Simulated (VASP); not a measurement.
Crystal: AlB2Sb3.

```
Al B Sb
1.0
    -1.89700    1.89700    8.04750
     1.89700   -1.89700    8.04750
     1.89700    1.89700   -8.04750
Al B Sb
1 2 3
Cartesian
  0.0000 0.0000 0.0000
  0.0000 0.0000 10.7301
  0.0000 0.0000 5.3649
  1.8970 0.0000 1.3412
  1.8970 0.0000 6.7063
  0.0000 1.8970 4.0237
```

The cell was built by a generator and needn't be a form met in nature.

- Program: VASP 6.6.1
- Task: relaxation of cell and atoms
- Functional: PBE
- Potentials or basis: VASP PAW PBE potentials, release 64 (Al, B, Sb)
- Cutoff: 520 eV
- k mesh: 6 × 6 × 6
- Occupations: gaussian, width 0.15 eV
- Spin: no spin polarisation

At the start: pressure 17.3 GPa; volume 19.31 Å³/atom.

**Question.** How do energy, volume and symmetry change on relaxing?

**Answer.** Over 9 steps the energy falls by 343.7 meV/atom and the volume is 21.99 Å³/atom (+13.9 %); space group I-4m2 (No. 119, to 0.05 Å).

The path:
```tsv
step	energy change (eV)	largest force (eV/Å)	pressure (GPa)	volume (Å³)
1	0.0000	4.8380	17.26	115.84
2	-1.2640	0.9643	-7.80	154.32
3	-1.7083	1.0695	-2.61	138.91
4	-1.7084	1.1365	-2.18	138.27
5	-1.9162	0.7793	-0.77	134.44
6	-2.0065	0.7238	1.47	129.86
7	-2.0595	0.1786	-0.09	132.37
8	-2.0596	0.1727	-0.16	132.46
9	-2.0622	0.0160	0.09	131.95
```

Final structure:
```xyz
6
Lattice="-1.9617 1.9617 8.5721 1.9617 -1.9617 8.5721 1.9617 1.9617 -8.5721" Properties=species:S:1:pos:R:3 pbc="T T T"
Al    1.9617    1.9617   -8.5721
B     0.0000    0.0000   11.5876
B     0.0000    0.0000    5.5566
Sb    1.9617    0.0000    1.7320
Sb    1.9617    0.0000    6.8401
Sb    0.0000    1.9617    4.2860
```
